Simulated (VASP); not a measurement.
Data:

```xyz
2
Lattice="1.2292 -2.1291 0.0000 1.2292 2.1291 0.0000 0.0000 0.0000 3.9788" Properties=species:S:1:pos:R:3 pbc="T T T"
Co     1.2292     0.7097     0.9947
Co     1.2292    -0.7097     2.9841
```
Starting moments (μB, in the order of the record's atoms Co Co): 1.6 1.6.

Level of theory: revTPSS meta-GGA, VASP's PBE PAW potentials (set 64) (plane waves; VASP). Run with 520 eV cut-off, 19×19×10 Γ-centred mesh, tetrahedra with Blöchl corrections, potentials Co.

Question: What does the run give for the cell moment, energy per atom (σ→0), band gap (over mesh and band path) with the smallest direct gap where there is one?

Answer: 
| Quantity | Result |
|---|---|
| band gap (over mesh and band path) | none (metal, semimetal or under 0.01 eV) |
| cell moment | 3.22 μB |
| energy per atom (σ→0) | -3.961 eV/atom |

Question: Give the moment on each site (PAW-sphere projection).

Answer: 
```tsv
site	moment (μB)
Co1	1.60
Co2	1.60
```

The compound is Co in the hcp structure. It was relaxed first, which changed the volume by -6 %.
